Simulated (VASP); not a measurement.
The system is Al3Si2F.

```xyz
12
Lattice="5.9418 0.0000 0.0000 0.5306 6.2157 0.0000 2.5380 1.0320 6.1417" Properties=species:S:1:pos:R:3 pbc="T T T"
Al    4.0705    2.3296    2.7107
Al    7.2941    5.3998    2.6424
Al    6.3715    3.1183    4.1478
Al    3.6695    6.2241    4.1774
Al    1.4194    2.3708    0.2862
Al    4.6479    5.5034    0.2862
Si    2.5802    0.6293    1.6404
Si    5.7726    3.7250    1.5890
Si    6.0637    6.9073    4.2236
Si    2.8131    3.8408    4.2228
F     2.8924    7.0915    5.6268
F     5.6003    3.9459    5.6239
```

The cell was built by a generator and needn't be a form met in nature.

| Item | Value |
| --- | --- |
| Program | VASP 6.6.1 |
| Task | relaxation of cell and atoms |
| Functional | PBE |
| Potentials or basis | VASP PAW PBE potentials, release 64 (Al, Si, F) |
| Cutoff | 520 eV |
| k mesh | 4 × 4 × 4 |
| Occupations | gaussian, width 0.1 eV |
| Spin | no spin polarisation |

At the start: pressure 0.3 GPa; volume 18.90 Å³/atom.

Question: Where does the relaxation end?

Answer: Over 27 steps the energy falls by 6.3 meV/atom and the volume is 19.30 Å³/atom (+2.1 %); space group P1 (No. 1, to 0.05 Å).

The path:
```csv
step,energy change (eV),largest force (eV/Å),pressure (GPa),volume (Å³)
1,0.0000,0.2701,0.30,226.83
2,-0.0117,0.2088,0.00,227.99
3,-0.0172,0.1376,-0.38,229.48
4,-0.0258,0.1059,-0.05,228.83
5,-0.0296,0.1379,0.35,228.07
6,-0.0372,0.1311,0.22,228.64
7,-0.0452,0.2091,-0.10,230.09
8,-0.0533,0.1754,-0.10,230.39
9,-0.0614,0.1773,-0.05,231.10
10,-0.0673,0.0994,0.01,231.08
11,-0.0674,0.1034,0.02,231.08
12,-0.0706,0.0729,0.04,231.18
13,-0.0711,0.0921,0.06,231.24
14,-0.0737,0.0458,-0.09,231.72
15,-0.0740,0.0592,-0.15,231.95
16,-0.0749,0.0527,0.14,231.19
17,-0.0750,0.0353,0.07,231.40
18,-0.0755,0.0211,-0.01,231.64
19,-0.0755,0.0260,-0.06,231.82
20,-0.0758,0.0173,0.01,231.55
21,-0.0758,0.0171,0.02,231.55
22,-0.0760,0.0140,-0.02,231.69
23,-0.0760,0.0148,-0.04,231.72
24,-0.0760,0.0113,0.04,231.52
25,-0.0760,0.0105,0.02,231.58
26,-0.0760,0.0108,0.01,231.59
27,-0.0761,0.0080,0.00,231.63
```

Final structure:
```
Al Si F
1.0
     5.88281   -0.07039    0.01519
     0.45212    6.28770    0.16798
     2.51782    1.17979    6.29531
Al Si F
6 4 2
Direct
  0.46360 0.31197 0.44693
  0.96344 0.81250 0.44632
  0.74561 0.37905 0.67227
  0.24548 0.87888 0.67219
  0.18033 0.38165 0.04970
  0.68014 0.88150 0.04970
  0.32822 0.07119 0.26512
  0.82814 0.57109 0.26502
  0.62887 0.98806 0.69505
  0.12895 0.48810 0.69501
  0.01494 0.97491 0.89788
  0.51513 0.47501 0.89801
```
